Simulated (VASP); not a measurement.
VASP ran on this input.

**KPOINTS**
```
K-points
0
Gamma
11 11 6
```

### INCAR
```
NELM = 100   ! most electronic steps
EDIFF = 1E-6   ! SCF stop (eV)
LWAVE = F
ENCUT = 400   ! plane-wave cut-off (eV)
ISMEAR = 1
ISIF = 2   ! forces and stress, cell fixed
LCHARG = F
ADDGRID = T
LREAL = F   ! projection in real space or not
SYSTEM = Lu
GGA = PE   ! PBE
ALGO = Normal   ! blocked Davidson
LASPH = T   ! aspherical one-centre terms
SIGMA = 0.1
PREC = Accurate
LMAXMIX = 6   ! l cut-off of mixed one-centre charges
```

POSCAR:
```
Lu
1
    1.7526270000    -2.9677810000     0.0000000000
    1.7526270000     2.9677810000     0.0000000000
    0.0000000000     0.0000000000     5.6443610000
Lu
2
Direct
  0.3333330000   0.6666670000   0.2500000000
  0.6857080000   0.3523740000   0.7500000000
```

POTCAR, in this order: Lu_3 (PBE.64 set). Program: vasp_std.

Task: Translate this PBE calculation to Quantum ESPRESSO's pw.x.

Result: One equivalent input (not run):
```
&CONTROL
  calculation = 'scf'
  pseudo_dir = './pseudo'
  outdir = './out'
  tprnfor = .true.
  tstress = .true.
/
&SYSTEM
  ibrav = 0
  nat = 2
  ntyp = 1
  ecutwfc = 100
  occupations = 'smearing'
  smearing = 'methfessel-paxton'
  degauss = 0.00735
  input_dft = 'pbe'
/
&ELECTRONS
  conv_thr = 7.3e-08
  electron_maxstep = 100
/
ATOMIC_SPECIES
  Lu 174.967 Lu.upf
CELL_PARAMETERS angstrom
     1.7526270   -2.9677810    0.0000000
     1.7526270    2.9677810    0.0000000
     0.0000000    0.0000000    5.6443610
ATOMIC_POSITIONS crystal
  Lu   0.3333330  0.6666670  0.2500000
  Lu   0.6857080  0.3523740  0.7500000
K_POINTS automatic
  11 11 6 0 0 0
```
What does not carry over: the potentials are each code's own (VASP's PAW set, PseudoDojo norm-conserving files in pw.x), so ENCUT and ecutwfc are chosen apart and not converted; conv_thr bounds pw.x's estimated SCF error, while EDIFF bounds the energy change between steps.

The compound is Lu in the hcp structure. The cell was not relaxed at this level, atoms are displaced from their ideal sites. The run is one of a series of settings (ADDGRID = .TRUE. against the base run), some of them coarse on purpose.
